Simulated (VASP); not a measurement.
An input for Quantum ESPRESSO's pw.x (written as the equivalent of a VASP run, and not itself run):

```
&CONTROL
  calculation = 'vc-relax'
  pseudo_dir = './pseudo'
  outdir = './out'
  tprnfor = .true.
  tstress = .true.
  nstep = 60
  forc_conv_thr = 0.00078
/
&SYSTEM
  ibrav = 0
  nat = 8
  ntyp = 3
  ecutwfc = 102
  occupations = 'smearing'
  smearing = 'methfessel-paxton'
  degauss = 0.00735
  input_dft = 'pbesol'
/
&ELECTRONS
  conv_thr = 7.3e-08
  electron_maxstep = 100
/
&IONS
/
&CELL
/
ATOMIC_SPECIES
  Cd 112.414 Cd.upf
  Te 127.600 Te.upf
  S 32.060 S.upf
CELL_PARAMETERS angstrom
    -0.0000000    3.0762569    3.0762569
     3.0762569   -0.0000000    3.0762569
    12.3035490   12.3035490    0.0014784
ATOMIC_POSITIONS crystal
  Cd   0.0336564  0.0336564  0.9747577
  Cd   0.0021223  0.0021223  0.2484083
  Cd   0.9666784  0.9666784  0.5249912
  Cd   0.9998554  0.9998554  0.7501084
  Te   0.2615686  0.2615686  0.0538235
  Te   0.2297206  0.2297206  0.3277096
  S    0.2371246  0.2371246  0.5721566
  S    0.2692737  0.2692737  0.7980447
K_POINTS automatic
  8 8 2 0 0 0
```

Translate this input to VASP (INCAR, KPOINTS, POSCAR, choice of POTCAR).

Several could match; the one computed here: 
### POSCAR
```
Cd4S2Te2
1.0
  0.0000000000   3.0762568600   3.0762568600
  3.0762568600   0.0000000000   3.0762568600
 12.3035490264  12.3035490264   0.0014784138
Cd Te S
4 2 2
Cart
 12.0965146623  12.0965146623   0.2085127776
  3.0628321773   3.0628321773   0.0134246821
  9.4330058139   9.4330058139   5.9482784865
 12.3048080950  12.3048080950   6.1527330649
  1.4668728239   1.4668728239   1.6093840358
  4.7386702996   4.7386702996   1.4138434201
  7.7690125570   7.7690125570   1.4597580237
 10.6471375123  10.6471375123   1.6578899285
```

INCAR:
```
EDIFFG  =  -0.02
SIGMA  =  0.1
ALGO  =  Normal
ISIF  =  3   ! ions, shape and volume
SYSTEM  =  Cd4S2Te2
LWAVE  =  .False.
ISMEAR  =  1   ! Methfessel-Paxton
NSW  =  60   ! most ionic steps
EDIFF  =  1E-6   ! SCF stop (eV)
LMAXMIX  =  4   ! l cut-off of mixed one-centre charges
LCHARG  =  .False.
IBRION  =  2
LREAL  =  .False.
GGA  =  PS   ! PBEsol
PREC  =  Accurate
LASPH  =  .True.
ENCUT  =  400   ! plane-wave cut-off (eV)
NELM  =  100
```

**KPOINTS**
```
Automatic mesh
0
Gamma
8 8 2
0 0 0
```

POTCAR, in this order: Cd Te S (PBE.64 set). Program: vasp_std.

Limits of the translation: the potentials are each code's own (VASP's PAW set, PseudoDojo norm-conserving files in pw.x), so ENCUT and ecutwfc are chosen apart and not converted; conv_thr bounds pw.x's estimated SCF error, while EDIFF bounds the energy change between steps; forc_conv_thr acts on force components and is met together with etot_conv_thr.

The structure was generated: Cd4S2Te2 was put into an ordered model structure (R3m), which need not be its known phase. This run relaxes it. Symmetry was kept, so distortions that lower it aren't found. The start is the result of an earlier pass.
